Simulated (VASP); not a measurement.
Crystal: MgO.

```
Mg O
1.0
     0.00000    2.09700    2.09700
     2.09700    0.00000    2.09700
     2.09700    2.09700    0.00000
Mg O
1 1
Direct
  0.00000 0.00000 0.00000
  0.50000 0.50000 0.50000
```

The cell is a database's computed one.

Base run:

- Program: VASP 6.6.1
- Functional: r2SCAN
- Potentials or basis: VASP PAW PBE potentials, release 64 (Mg, O)
- Cutoff: 520 eV
- k mesh: 10 × 10 × 10
- Occupations: gaussian, width 0.02 eV
- Spin: no spin polarisation

Its results: band gap on the k mesh 5.74 eV, direct.

Task: The run is repeated on the same cell with these changes: functional from r2SCAN to TB-mBJ. What comes out?

Result: Band gap on the k mesh 6.90 eV, direct.
